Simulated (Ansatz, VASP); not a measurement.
**RhN: VASP beside Ansatz**

```
Rh N
1.0
     2.50473    0.00000    0.00000
     0.00000    2.50473    0.00000
     0.00000    0.00000    2.50473
Rh N
1 1
Direct
  0.00000 0.00000 0.00000
  0.50000 0.50000 0.50000
```

Change from the starting cell: volume scaled by 0.84, LAPW.

Alike in both runs: task single point; functional LDA; k mesh 15 × 15 × 15; occupations fermi-dirac, width 0.1 eV; no spin polarisation.

```csv
,VASP,Ansatz
version,VASP 6.6.1,Ansatz 0.2.0
potentials or method,"VASP PAW LDA potentials, release 64 (Rh_pv, N), cutoff 520 eV","all-electron LAPW, scalar-relativistic"
```

```csv
,VASP,Ansatz,Ansatz less VASP
pressure (GPa),86.8,85.2,-1.54
```

Ansatz ran all-electron here, so the differences hold the error of VASP's frozen core and of both bases.

Caveats: the cell as given lies far from equilibrium; so large a pressure means that the cell lies far from this level's equilibrium, or that cutoff or potentials fall short (VASP).
